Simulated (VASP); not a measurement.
Here is the system:

```yaml
crystal:
  lattice:
    - [0.00000, 2.53884, 2.53884]
    - [2.53884, 0.00000, 2.53884]
    - [2.53884, 2.53884, 0.00000]
  atoms:
    - { symbol: Sr, position: [0.50000, 0.50000, 0.50000] }
    - { symbol: O, position: [0.00000, 0.00000, 0.00000] }
```

All values below come from LDA (Ceperley-Alder, Perdew-Zunger) with spin-orbit coupling, VASP's LDA PAW potentials (set 64) (plane waves; VASP). Settings: 520 eV cut-off, 8×8×8 Γ-centred mesh, Gaussian smearing of 0.050 eV, potentials Sr_sv O.

Question: Give the energies of bands 11 to 23 at the high-symmetry points, in eV from the valence-band maximum.

Answer: 
```json
[
 {"band": "11", "Γ": "-0.07", "X": "-0.39", "U": "-1.02", "L": "-2.34", "W": "-1.23"},
 {"band": "12", "Γ": "-0.07", "X": "-0.39", "U": "-1.02", "L": "-2.34", "W": "-1.23"},
 {"band": "13", "Γ": "0.00", "X": "-0.11", "U": "-0.62", "L": "-1.27", "W": "-0.47"},
 {"band": "14", "Γ": "0.00", "X": "-0.11", "U": "-0.62", "L": "-1.27", "W": "-0.47"},
 {"band": "15", "Γ": "0.00", "X": "-0.03", "U": "-0.44", "L": "-1.25", "W": "-0.38"},
 {"band": "16", "Γ": "0.00", "X": "-0.03", "U": "-0.44", "L": "-1.25", "W": "-0.38"},
 {"band": "17", "Γ": "4.05", "X": "3.04", "U": "4.67", "L": "6.59", "W": "5.97"},
 {"band": "18", "Γ": "4.05", "X": "3.04", "U": "4.67", "L": "6.59", "W": "5.97"},
 {"band": "19", "Γ": "6.15", "X": "8.03", "U": "7.97", "L": "8.54", "W": "5.97"},
 {"band": "20", "Γ": "6.15", "X": "8.03", "U": "7.97", "L": "8.54", "W": "5.97"},
 {"band": "21", "Γ": "6.15", "X": "10.41", "U": "9.01", "L": "8.97", "W": "8.88"},
 {"band": "22", "Γ": "6.15", "X": "10.41", "U": "9.01", "L": "8.97", "W": "8.88"},
 {"band": "23", "Γ": "6.18", "X": "10.49", "U": "10.39", "L": "9.02", "W": "11.46"}
]
```

The gap is indirect, 3.04 eV, from the valence maximum at Γ to the conduction minimum at X.

The structure comes from a computed database's SrO entry (Fm-3m); how it stands against other phases isn't given here. It was relaxed first, which changed the volume by -5 %.
